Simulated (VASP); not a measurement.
A convergence study with VASP on NaH (rock salt): one setting is varied, all else stays as given below, so the limit is that of these other settings. Each run relaxes cell and ions from the cell shown. The basis is that of the starting cell, so low cut-offs carry a Pulay error.

```yaml
crystal:
  lattice:
    - [0.00000, 2.44000, 2.44000]
    - [2.44000, 0.00000, 2.44000]
    - [2.44000, 2.44000, 0.00000]
  atoms:
    - { symbol: Na, position: [0.00000, 0.00000, 0.00000] }
    - { symbol: H, position: [0.50000, 0.50000, 0.50000] }
```

Computed with PBE GGA, VASP's PBE PAW potentials (set 64) (plane waves; VASP). The tightest run used: 700 eV cut-off, 8×8×8 Γ-centred mesh, Gaussian smearing of 0.050 eV, potentials Na_pv H.

Gaps are read on the run's mesh, which can miss a band edge.

**Question.** The settings run are ENCUT = 200; ENCUT = 250; ENCUT = 300; ENCUT = 350; ENCUT = 400; ENCUT = 450; ENCUT = 500; ENCUT = 550; ENCUT = 600; ENCUT = 650; ENCUT = 700. From which on does the relaxed volume stay within 0.05 Å³/atom of the tightest run?

**Answer.** From ENCUT = 500 on: it is off by 0.040 there and by no more than 0.05 in any finer run, while ENCUT = 450 is off by 0.135.
| setting | relaxed volume (Å³/atom) | E (eV/atom) | gap on the mesh (eV) | plane waves | difference judged (Å³/atom) |
|---|---|---|---|---|---|
| ENCUT = 200 | 11.102 | -2.7035 | 4.156 | 200 | 3.010 |
| ENCUT = 250 | 12.996 | -2.5549 | 3.880 | 273 | 1.117 |
| ENCUT = 300 | 13.730 | -2.5426 | 3.800 | 360 | 0.383 |
| ENCUT = 350 | 13.795 | -2.5439 | 3.793 | 445 | 0.318 |
| ENCUT = 400 | 13.849 | -2.5444 | 3.788 | 544 | 0.264 |
| ENCUT = 450 | 13.978 | -2.5442 | 3.774 | 638 | 0.135 |
| ENCUT = 500 | 14.073 | -2.5440 | 3.764 | 754 | 0.040 |
| ENCUT = 550 | 14.106 | -2.5440 | 3.761 | 877 | 0.007 |
| ENCUT = 600 | 14.110 | -2.5440 | 3.760 | 982 | 0.003 |
| ENCUT = 650 | 14.109 | -2.5440 | 3.760 | 1108 | 0.004 |
| ENCUT = 700 | 14.113 | -2.5440 | 3.760 | 1243 | 0.000 |

Left out are rungs that failed or repeat a setting and relaxations that didn't move; long series are thinned to 24 rows.

The compound is NaH in the rock salt structure.
